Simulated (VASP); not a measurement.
# GW-BSE spectrum of AlN, part 2 of 4

Aim: the optical spectrum of AlN with the electron-hole interaction. The cell is of the zinc-blende type, one of the forms listed for this formula. The start is a computed cell from the Materials Project.

VASP 6.6.1, plane waves and PAW; the level of theory is named at each step.

So far. Step 2 (Ground state): The cell has a gap of 3.32 eV on mesh and path and a pressure of +2.5 GPa, which holds the misfit of the given cell and coordinates with this functional, and any error of cutoff, mesh and data sets. Step 3 (Empty bands): WAVECAR now holds 48 bands for 8 electrons. Its independent-particle dielectric tensor has xx, yy, zz = 4.7, 4.7, 4.7 on this mesh, which isn't tested for convergence in mesh or bands and lacks local fields.

## 4. G0W0

This step: G0W0 on PBE; plane waves and PAW (Al_GW, N_GW) (VASP 6.6.1).

G0W0 keeps orbitals and screening fixed and shifts each of the lowest NBANDSGW levels once. LWAVE keeps the quasiparticle levels in WAVECAR, and the W files hold the screened interaction for the next step.

File INCAR:

```
SYSTEM = AlN
PREC = Accurate
ENCUT = 450
ISMEAR = 0
SIGMA = 0.01
LREAL = .FALSE.
GGA = PE
NBANDS = 48
ALGO = EVGW0
NELMGW = 1
ENCUTGW = 100
NOMEGA = 48
PRECFOCK = Fast
NBANDSGW = 16
LWAVE = .TRUE.
LCHARG = .FALSE.
```

File POSCAR:

```
AlN
1.0
    0.0000000000      2.1839935596      2.1839935596
    2.1839935596      0.0000000000      2.1839935596
    2.1839935596      2.1839935596      0.0000000000
Al N
1 1
Direct
    0.0000000000      0.0000000000      0.0000000000
    0.2500000000      0.2500000000      0.2500000000
```

File KPOINTS:

```
Automatic mesh
0
Gamma
10 10 10
0 0 0
```

PAW data sets: Al_GW and N_GW (PBE family, release 64).

Command:

```sh
mpirun -np 8 vasp_std
```

What it wrote:

```text
[banner, memory and clock lines left out]
running    8 mpi-ranks, on    1 nodes
 distrk:  each k-point on    8 cores,    1 groups
 distr:  one band on    1 cores,    8 groups

 POSCAR found type information on POSCAR AlN
 POSCAR found :  2 types and       2 ions
 [... a notice as in an earlier step ...]

|                                                                             |
|           W    W    AA    RRRRR   N    N  II  N    N   GGGG   !!!           |
|           W    W   A  A   R    R  NN   N  II  NN   N  G    G  !!!           |
|           W    W  A    A  R    R  N N  N  II  N N  N  G       !!!           |
|           W WW W  AAAAAA  RRRRR   N  N N  II  N  N N  G  GGG   !            |
|           WW  WW  A    A  R   R   N   NN  II  N   NN  G    G                |
|           W    W  A    A  R    R  N    N  II  N    N   GGGG   !!!           |
|                                                                             |
|     The default for ENCUTGWSOFT is different in this version of VASP.       |
|     please manually set ENCUTGWSOFT =100 in the INCAR file.                 |
|                                                                             |

 LDA part: xc-table for (Slater+PW92), standard interpolation
 found WAVECAR, reading the header
 POSCAR, INCAR and KPOINTS ok, starting setup
 FFT: planning ... GRIDC
 FFT: planning ... GRID_SOFT
 FFT: planning ... GRID
 reading WAVECAR
 the WAVECAR file was read successfully
 initial charge from wavefunction
 available memory per node:     95.82 GB, setting MAXMEM to     98124

 The Fermi energy was updated, please check that it is located mid-gap
 values below the HOMO (VB) or above the LUMO (CB) will cause erroneous energies
 E-fermi :   6.6084

 calculate exact exchange contribution
 the WAVEDER file was read successfully
energies w=
    0.000    0.000    0.744    0.000    1.485    0.000    2.220    0.000
    2.947    0.000    3.663    0.000    4.367    0.000    5.059    0.000
    5.738    0.000    6.405    0.000    7.060    0.000    7.704    0.000
    8.338    0.000    8.966    0.000    9.587    0.000   10.205    0.000
   10.822    0.000   11.440    0.000   12.063    0.000   12.692    0.000
   13.331    0.000   13.984    0.000   14.654    0.000   15.346    0.000
   16.064    0.000   16.814    0.000   17.603    0.000   18.437    0.000
   19.326    0.000   20.280    0.000   21.312    0.000   22.437    0.000
   23.675    0.000   25.050    0.000   26.594    0.000   28.346    0.000
   30.359    0.000   32.705    0.000   35.483    0.000   38.832    0.000
   42.955    0.000   48.163    0.000   54.952    0.000   64.167    0.000
   77.372    0.000   97.830    0.000  133.650    0.000  212.139    0.000
 responsefunction array rank=      64
 LDA part: xc-table for (Slater+PW92), standard interpolation

 min. memory requirement per mpi rank    354.5 MB, per node   2836.3 MB

 allocating   6 responsefunctions rank=    64
 shmem allocating  48 responsefunctions rank=    64
 response function shared by NCSHMEM nodes    1
 Doing            6  frequencies on each core in blocks of           48
NQ=   1    0.0000    0.0000    0.0000,
|.........|.........|.........|.........|.........|.........|.........|.........
 performed        424000 updates of chi_q(r,r)
 total number of BLAS operations         11.81 Gflops
NQ=   2    0.1000    0.0000    0.0000,
|.........|.........|.........|.........|.........|.........|.........|.........
 performed       1218000 updates of chi_q(r,r)
 total number of BLAS operations         33.19 Gflops
NQ=   3    0.2000    0.0000    0.0000,
|.........|.........|.........|.........|.........|.........|.........|.........
 performed       2012000 updates of chi_q(r,r)
 total number of BLAS operations         50.37 Gflops
NQ=   4    0.3000    0.0000    0.0000,
|.........|.........|.........|.........|.........|.........|.........|.........
 performed       2806000 updates of chi_q(r,r)
 total number of BLAS operations         63.82 Gflops
NQ=   5    0.4000    0.0000    0.0000,
|.........|.........|.........|.........|.........|.........|.........|.........
 performed       3600000 updates of chi_q(r,r)
 total number of BLAS operations         77.27 Gflops
NQ=   6    0.5000    0.0000    0.0000,
|.........|.........|.........|.........|.........|.........|.........|.........
 performed       4234000 updates of chi_q(r,r)
 total number of BLAS operations         85.39 Gflops
NQ=   7    0.1000    0.1000    0.0000,
|.........|.........|.........|.........|.........|.........|.........|.........
 performed       4997000 updates of chi_q(r,r)
 total number of BLAS operations        103.87 Gflops
NQ=   8    0.2000    0.1000    0.0000,
|.........|.........|.........|.........|.........|.........|.........|.........
 performed       6399000 updates of chi_q(r,r)
 total number of BLAS operations        135.39 Gflops
NQ=   9    0.3000    0.1000    0.0000,
|.........|.........|.........|.........|.........|.........|.........|.........
 performed       7801000 updates of chi_q(r,r)
 total number of BLAS operations        161.25 Gflops
NQ=  10    0.4000    0.1000    0.0000,
|.........|.........|.........|.........|.........|.........|.........|.........
 performed       9203000 updates of chi_q(r,r)
 total number of BLAS operations        184.99 Gflops
NQ=  11    0.5000    0.1000    0.0000,
|.........|.........|.........|.........|.........|.........|.........|.........
 performed      10605000 updates of chi_q(r,r)
 total number of BLAS operations        208.73 Gflops
NQ=  12   -0.4000    0.1000    0.0000,
|.........|.........|.........|.........|.........|.........|.........|.........
 performed      12007000 updates of chi_q(r,r)
 total number of BLAS operations        232.48 Gflops
NQ=  13   -0.3000    0.1000    0.0000,
|.........|.........|.........|.........|.........|.........|.........|.........
 performed      13409000 updates of chi_q(r,r)
 total number of BLAS operations        258.33 Gflops
NQ=  14   -0.2000    0.1000    0.0000,
|.........|.........|.........|.........|.........|.........|.........|.........
 performed      14811000 updates of chi_q(r,r)
 total number of BLAS operations        288.67 Gflops
NQ=  15   -0.1000    0.1000    0.0000,
|.........|.........|.........|.........|.........|.........|.........|.........
 performed      15906000 updates of chi_q(r,r)
 total number of BLAS operations        317.14 Gflops
NQ=  16    0.2000    0.2000    0.0000,
|.........|.........|.........|.........|.........|.........|.........|.........
 performed      16669000 updates of chi_q(r,r)
 total number of BLAS operations        333.03 Gflops
NQ=  17    0.3000    0.2000    0.0000,
|.........|.........|.........|.........|.........|.........|.........|.........
 performed      18071000 updates of chi_q(r,r)
 total number of BLAS operations        361.09 Gflops
NQ=  18    0.4000    0.2000    0.0000,
|.........|.........|.........|.........|.........|.........|.........|.........
 performed      19473000 updates of chi_q(r,r)
 total number of BLAS operations        386.94 Gflops
NQ=  19    0.5000    0.2000    0.0000,
|.........|.........|.........|.........|.........|.........|.........|.........
 performed      20875000 updates of chi_q(r,r)
 total number of BLAS operations        412.79 Gflops
NQ=  20   -0.4000    0.2000    0.0000,
|.........|.........|.........|.........|.........|.........|.........|.........
 performed      22277000 updates of chi_q(r,r)
 total number of BLAS operations        435.51 Gflops
NQ=  21   -0.3000    0.2000    0.0000,
|.........|.........|.........|.........|.........|.........|.........|.........
 performed      23679000 updates of chi_q(r,r)
 total number of BLAS operations        460.30 Gflops
NQ=  22   -0.2000    0.2000    0.0000,
|.........|.........|.........|.........|.........|.........|.........|.........
 performed      24774000 updates of chi_q(r,r)
 total number of BLAS operations        479.66 Gflops
NQ=  23    0.3000    0.3000    0.0000,
|.........|.........|.........|.........|.........|.........|.........|.........
 performed      25537000 updates of chi_q(r,r)
 total number of BLAS operations        496.18 Gflops
NQ=  24    0.4000    0.3000    0.0000,
|.........|.........|.........|.........|.........|.........|.........|.........
 performed      26939000 updates of chi_q(r,r)
 total number of BLAS operations        522.03 Gflops
NQ=  25    0.5000    0.3000    0.0000,
|.........|.........|.........|.........|.........|.........|.........|.........
 performed      28341000 updates of chi_q(r,r)
 total number of BLAS operations        545.78 Gflops
NQ=  26   -0.4000    0.3000    0.0000,
|.........|.........|.........|.........|.........|.........|.........|.........
 performed      29743000 updates of chi_q(r,r)
 total number of BLAS operations        573.83 Gflops
NQ=  27   -0.3000    0.3000    0.0000,
|.........|.........|.........|.........|.........|.........|.........|.........
 performed      30838000 updates of chi_q(r,r)
 total number of BLAS operations        592.37 Gflops
NQ=  28    0.4000    0.4000    0.0000,
|.........|.........|.........|.........|.........|.........|.........|.........
 performed      31601000 updates of chi_q(r,r)
 total number of BLAS operations        604.20 Gflops
NQ=  29    0.5000    0.4000    0.0000,
|.........|.........|.........|.........|.........|.........|.........|.........
 performed      33003000 updates of chi_q(r,r)
 total number of BLAS operations        623.99 Gflops
NQ=  30   -0.4000    0.4000    0.0000,
|.........|.........|.........|.........|.........|.........|.........|.........
 performed      34098000 updates of chi_q(r,r)
 total number of BLAS operations        644.18 Gflops
NQ=  31    0.5000    0.5000    0.0000,
|.........|.........|.........|.........|.........|.........|.........|.........
 performed      34663000 updates of chi_q(r,r)
 total number of BLAS operations        651.42 Gflops
NQ=  32    0.3000    0.2000    0.1000,
|.........|.........|.........|.........|.........|.........|.........|.........
 performed      36231000 updates of chi_q(r,r)
 total number of BLAS operations        681.55 Gflops
NQ=  33    0.4000    0.2000    0.1000,
|.........|.........|.........|.........|.........|.........|.........|.........
 performed      38119000 updates of chi_q(r,r)
 total number of BLAS operations        717.81 Gflops
NQ=  34    0.5000    0.2000    0.1000,
|.........|.........|.........|.........|.........|.........|.........|.........
 performed      40007000 updates of chi_q(r,r)
 total number of BLAS operations        752.61 Gflops
NQ=  35   -0.4000    0.2000    0.1000,
|.........|.........|.........|.........|.........|.........|.........|.........
 performed      41477000 updates of chi_q(r,r)
 total number of BLAS operations        775.39 Gflops
NQ=  36    0.4000    0.3000    0.1000,
|.........|.........|.........|.........|.........|.........|.........|.........
 performed      43045000 updates of chi_q(r,r)
 total number of BLAS operations        804.30 Gflops
NQ=  37    0.5000    0.3000    0.1000,
|.........|.........|.........|.........|.........|.........|.........|.........
 performed      44933000 updates of chi_q(r,r)
 total number of BLAS operations        837.66 Gflops
NQ=  38   -0.4000    0.3000    0.1000,
|.........|.........|.........|.........|.........|.........|.........|.........
 performed      46821000 updates of chi_q(r,r)
 total number of BLAS operations        868.25 Gflops
NQ=  39   -0.3000    0.3000    0.1000,
|.........|.........|.........|.........|.........|.........|.........|.........
 performed      48709000 updates of chi_q(r,r)
 total number of BLAS operations        898.83 Gflops
NQ=  40   -0.2000    0.3000    0.1000,
|.........|.........|.........|.........|.........|.........|.........|.........
 performed      50179000 updates of chi_q(r,r)
 total number of BLAS operations        923.72 Gflops
NQ=  41    0.5000    0.4000    0.1000,
|.........|.........|.........|.........|.........|.........|.........|.........
 performed      51747000 updates of chi_q(r,r)
 total number of BLAS operations        950.27 Gflops
NQ=  42   -0.4000    0.4000    0.1000,
|.........|.........|.........|.........|.........|.........|.........|.........
 performed      53635000 updates of chi_q(r,r)
 total number of BLAS operations        983.64 Gflops
NQ=  43   -0.3000    0.4000    0.1000,
|.........|.........|.........|.........|.........|.........|.........|.........
 performed      55105000 updates of chi_q(r,r)
 total number of BLAS operations       1011.88 Gflops
NQ=  44   -0.4000    0.5000    0.1000,
|.........|.........|.........|.........|.........|.........|.........|.........
 performed      56203000 updates of chi_q(r,r)
 total number of BLAS operations       1027.38 Gflops
NQ=  45   -0.4000    0.4000    0.2000,
|.........|.........|.........|.........|.........|.........|.........|.........
 performed      57771000 updates of chi_q(r,r)
 total number of BLAS operations       1057.51 Gflops
NQ=  46   -0.3000    0.4000    0.2000,
|.........|.........|.........|.........|.........|.........|.........|.........
 performed      59241000 updates of chi_q(r,r)
 total number of BLAS operations       1082.39 Gflops
NQ=  47   -0.3000    0.5000    0.2000,
|.........|.........|.........|.........|.........|.........|.........|.........
 performed      60339000 updates of chi_q(r,r)
 total number of BLAS operations       1100.99 Gflops
 resolving degeneracies of screened two electron integrals

 calculate QP shifts <psi_nk| G(iteration)W_0 |psi_nk>: iteration 1
 writing wavefunctions
 entering main loop
```

Elapsed: 10 min, on 8 MPI ranks of AMD EPYC 7R43, shared host; peak memory 2.7 GiB.

Parts of OUTCAR (step 4):

```text
The static configuration has the point symmetry T_d .

 Found     47 irreducible k-points:

   k-points           NKPTS =     47   k-points in BZ     NKDIM =   1000   number of bands    NBANDS=     48

   NELECT =       8.0000    total number of electrons

 E-fermi :   6.6084

 QP shifts <psi_nk| G(iteration)W_0 |psi_nk>: iteration 1
 for sc-GW calculations column KS-energies equals QP-energies in previous step
 and V_xc(KS)=  KS-energies - (<T + V_ion + V_H > + <T+V_H+V_ion>^1  + <V_x>^1)
 k-point   1 :       0.0000    0.0000    0.0000
  band No.  KS-energies  QP-energies   sigma(KS)   V_xc(KS)     V^pw_x(r,r')   Z            occupation Imag(sigma)
      1     -10.0386     -11.3481     -16.6105     -14.7949     -24.7749       0.7213       2.0000       1.2712
      2       4.9502       4.3409     -17.5421     -16.7601     -20.7339       0.7791       2.0000       0.0770
      3       4.9502       4.3409     -17.5421     -16.7601     -20.7339       0.7791       2.0000       0.0770
      4       4.9502       4.3409     -17.5421     -16.7601     -20.7339       0.7791       2.0000       0.0770
      5       9.1378       9.9804     -11.4697     -12.5063      -7.9489       0.8128       0.0000      -0.0712
      6      17.5010      18.5948      -8.9152     -10.2764      -4.0587       0.8036       0.0000      -0.1360
      7      17.5010      18.5948      -8.9152     -10.2764      -4.0587       0.8036       0.0000      -0.1360
      8      17.5010      18.5948      -8.9152     -10.2764      -4.0587       0.8036       0.0000      -0.1360
    ...

 k-point   2 :       0.1000    0.0000    0.0000
  band No.  KS-energies  QP-energies   sigma(KS)   V_xc(KS)     V^pw_x(r,r')   Z            occupation Imag(sigma)
      1      -9.8924     -11.1924     -16.6683     -14.8686     -24.8114       0.7223       2.0000       1.2511
      2       4.1379       3.4303     -16.8200     -15.9076     -19.9909       0.7754       2.0000       0.0823
      3       4.8989       4.2798     -17.5123     -16.7173     -20.7180       0.7787       2.0000       0.0775
      4       4.8989       4.2798     -17.5123     -16.7173     -20.7180       0.7787       2.0000       0.0775
      5       9.7993      10.7120     -11.9334     -13.0634      -8.4254       0.8077       0.0000      -0.0723
      6      17.1137      18.2097      -9.1412     -10.5093      -4.3083       0.8012       0.0000      -0.1366
      7      17.6348      18.7319      -8.9670     -10.3370      -4.0572       0.8008       0.0000      -0.1446
      8      17.6348      18.7319      -8.9670     -10.3370      -4.0572       0.8008       0.0000      -0.1446
    ...

 k-point   3 :       0.2000    0.0000    0.0000
  band No.  KS-energies  QP-energies   sigma(KS)   V_xc(KS)     V^pw_x(r,r')   Z            occupation Imag(sigma)
      1      -9.4763     -10.7505     -16.8567     -15.0979     -24.9380       0.7245       2.0000       1.1892
      2       2.5311       1.6353     -15.9693     -14.7972     -19.4336       0.7643       2.0000       0.1057
      3       4.7695       4.1280     -17.4437     -16.6187     -20.6816       0.7776       2.0000       0.0787
      4       4.7695       4.1280     -17.4437     -16.6187     -20.6816       0.7776       2.0000       0.0787
      5      10.9244      11.9355     -11.9414     -13.2037      -8.1584       0.8010       0.0000      -0.0818
      6      16.3142      17.4286      -9.7918     -11.1956      -4.9720       0.7939       0.0000      -0.1429
      7      17.5663      18.6194      -8.9446     -10.2602      -3.9842       0.8005       0.0000      -0.1626
      8      17.5663      18.6194      -8.9446     -10.2602      -3.9842       0.8005       0.0000      -0.1626
    ...

[... 7 parts as in an earlier step ...]

[... 5 further parts left out ...]
```

This step gave:

- quasiparticle gap on the mesh: 4.449 eV
- smallest direct quasiparticle gap on the mesh: 5.639 eV
- gap of the starting orbitals on the mesh: 3.316 eV

GW takes the gap from 3.316 to 4.449 eV. The value holds for 48 bands, ENCUTGW = 100 eV and this mesh, and isn't shown to be converged in them.

(Continued in part 3 of 4.)

[Lines on the potential files, build, host, timing and source positions are cut from VASP's logs without a mark.]

[Logs are printed without paths, hosts, clocks, repeated set-up lines and the standing remarks that a program may print on its own settings, such as how far it seeks lower states.]

[Hosts, paths, dates, database ids (printed as entryN), source tags and the programs' standing remarks are cut or masked in the printed files.]

[Pressures printed for these runs are not shown converged in the cutoff: they can be off by several GPa and have the wrong sign.]
